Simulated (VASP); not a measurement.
Level of theory: PBE GGA with spin-orbit coupling, VASP's PBE PAW potentials (set 64) (plane waves; VASP).

VASP ran on this input.

KPOINTS:
```
Automatic mesh
0
Gamma
8 8 8
0 0 0
```

### INCAR
```
SYSTEM  =  CdF2
PREC  =  Accurate; ENCUT  =  520; LREAL  =  .FALSE.
LASPH  =  .TRUE.
EDIFF  =  1E-6; NELM  =  100; ALGO  =  Normal
LMAXMIX  =  4
ISMEAR  =  0; SIGMA  =  0.05
GGA  =  PE; GGA_COMPAT  =  .FALSE.
MAGMOM  =  9*0; LSORBIT  =  .TRUE.
ISIF  =  2
LWAVE  =  .FALSE.; LCHARG  =  .FALSE.
```

POSCAR:
```
CdF2
1
    0.0000000000     2.6950000000     2.6950000000
    2.6950000000     0.0000000000     2.6950000000
    2.6950000000     2.6950000000     0.0000000000
Cd F
1 2
Direct
  0.0000000000   0.0000000000   0.0000000000
  0.2500000000   0.2500000000   0.2500000000
  0.7500000000   0.7500000000   0.7500000000
```

POTCAR, in this order: Cd F (PBE.64 set). Program: vasp_ncl.

Task: What does the run give for the energy per atom (σ→0), pressure, band gap (on the k-mesh)?

Result: 
```json
{
  "energy per atom (σ→0)": "-3.628 eV/atom",
  "band gap (on the k-mesh)": "3.06 eV",
  "pressure": "6.08 GPa"
}
```

### OSZICAR
```
...
DAV:   9    -0.108836137714E+02    0.11662E-01   -0.34744E-02  2488   0.296E+00    0.218E-01
DAV:  10    -0.108841488055E+02   -0.53503E-03   -0.39159E-03  1988   0.623E-01    0.106E-01
DAV:  11    -0.108843900184E+02   -0.24121E-03   -0.12225E-04  2006   0.223E-01    0.325E-02
DAV:  12    -0.108844388428E+02   -0.48824E-04   -0.63255E-05  2064   0.108E-01    0.213E-02
DAV:  13    -0.108844367906E+02    0.20522E-05   -0.99988E-06  2130   0.444E-02    0.559E-03
DAV:  14    -0.108844380037E+02   -0.12131E-05   -0.37021E-06  2020   0.194E-02    0.376E-03
DAV:  15    -0.108844379887E+02    0.15059E-07   -0.19022E-07  1356   0.363E-03
   1 F= -.10884438E+02 E0= -.10884438E+02  d E =-.413856E-12  mag=     0.0000     0.0000    -0.0000
```

The compound is CdF2 in the fluorite structure. The cell was not relaxed at this level. The run is one of a series of settings (GGA_COMPAT = .FALSE., LSORBIT = .TRUE., MAGMOM = 0 0 0 0 0 0 0 0 0, program vasp_ncl against the base run), some of them coarse on purpose.
